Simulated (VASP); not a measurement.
Level of theory: PBE GGA, VASP's PBE PAW potentials (set 64) (plane waves; VASP).

The input files of a VASP run:

### KPOINTS
```
Automatic
0
gamma
  15 15 8
0 0 0
```

INCAR:
```
ALGO = Normal
EDIFF = 1E-6
ENCUT = 400
GGA = PE
ISIF = 2
ISMEAR = 1
ISPIN = 2
LASPH = .TRUE.
LCHARG = .FALSE.
LMAXMIX = 4
LORBIT = 10
LREAL = .FALSE.
LWAVE = .FALSE.
MAGMOM = 1.8 1.8
NELM = 100
PREC = Accurate
SIGMA = 0.1
SYSTEM = Co
```

**POSCAR**
```
Co
1
    1.2550000000    -2.1737240000     0.0000000000
    1.2550000000     2.1737240000     0.0000000000
    0.0000000000     0.0000000000     4.0700000000
Co
2
Direct
  0.3333330000   0.6666670000   0.2500000000
  0.6666670000   0.3333330000   0.7500000000
```

POTCAR, in this order: Co (PBE.64 set). Program: vasp_std.

What VASP printed:

OSZICAR:
```
       N       E                     dE             d eps       ncg     rms          rms(c)
DAV:   1     0.704617009309E+02    0.70462E+02   -0.70312E+03  8228   0.130E+03
DAV:   2    -0.143512451823E+02   -0.84813E+02   -0.78472E+02  8114   0.237E+02
DAV:   3    -0.161493820203E+02   -0.17981E+01   -0.17511E+01  9738   0.483E+01
DAV:   4    -0.161780553721E+02   -0.28673E-01   -0.28668E-01 11716   0.462E+00
DAV:   5    -0.161782561161E+02   -0.20074E-03   -0.20074E-03  9921   0.369E-01    0.145E+01
DAV:   6    -0.145379687381E+02    0.16403E+01   -0.14109E+01  8632   0.756E+01    0.726E+00
DAV:   7    -0.140990625117E+02    0.43891E+00   -0.19786E+00  8947   0.275E+01    0.380E+00
DAV:   8    -0.140817983865E+02    0.17264E-01   -0.19858E-02 11163   0.159E+00    0.177E+00
DAV:   9    -0.140665774191E+02    0.15221E-01   -0.61382E-03 11420   0.138E+00    0.512E-01
DAV:  10    -0.140665309887E+02    0.46430E-04   -0.11253E-03 10951   0.464E-01    0.122E-01
DAV:  11    -0.140664620129E+02    0.68976E-04   -0.88198E-05 11651   0.140E-01    0.281E-02
DAV:  12    -0.140664598495E+02    0.21635E-05   -0.54479E-06  9043   0.293E-02    0.142E-02
DAV:  13    -0.140664596922E+02    0.15730E-06   -0.14414E-06  5403   0.189E-02
   1 F= -.14066460E+02 E0= -.14066394E+02  d E =-.196852E-03  mag=     3.2816
```

### OUTCAR
```
------------------------ aborting loop because EDIFF is reached ----------------------------------------
  FORCE on cell =-STRESS in cart. coord.  units (eV):
  Direction    XX          YY          ZZ          XY          YZ          ZX
  --------------------------------------------------------------------------------------
  Total       -0.7140411     -0.7140413     -0.8182653      0.0000000      0.0000000      0.0000000
  in kB      -51.5182701    -51.5182813    -59.0380713      0.0000000      0.0000000      0.0000000
  external PRESSURE =     -54.0248742 kB  Pullay stress =       0.0000000 kB
  volume of cell :       22.21
      direct lattice vectors                 reciprocal lattice vectors
     1.255000000 -2.173724000  0.000000000     0.398406375 -0.230020003  0.000000000
     1.255000000  2.173724000  0.000000000     0.398406375  0.230020003  0.000000000
     0.000000000  0.000000000  4.070000000     0.000000000  0.000000000  0.245700246
 POSITION                                       TOTAL-FORCE (eV/Angst)
 -----------------------------------------------------------------------------------
      1.25500      0.72458      1.01750         0.000000      0.000000      0.000000
      1.25500     -0.72458      3.05250        -0.000000     -0.000000      0.000000
 -----------------------------------------------------------------------------------
    total drift:                               -0.000023      0.000003     -0.000028
  FREE ENERGIE OF THE ION-ELECTRON SYSTEM (eV)
  ---------------------------------------------------
  free  energy   TOTEN  =       -14.0664596922 eV

  energy  without entropy=      -14.0662628398  energy(sigma->0) =      -14.06639407

 total charge

# of ion       s       p       d       tot
------------------------------------------
    1        0.480   0.502   7.244   8.226
    2        0.480   0.502   7.244   8.226
--------------------------------------------------
tot          0.961   1.003  14.488  16.452

 magnetization (x)

# of ion       s       p       d       tot
------------------------------------------
    1       -0.014  -0.053   1.731   1.664
    2       -0.014  -0.053   1.731   1.664
--------------------------------------------------
tot         -0.028  -0.105   3.462   3.329
```
(Selected blocks of OUTCAR.)

The compound is Co in the hcp structure. The cell was not relaxed at this level.
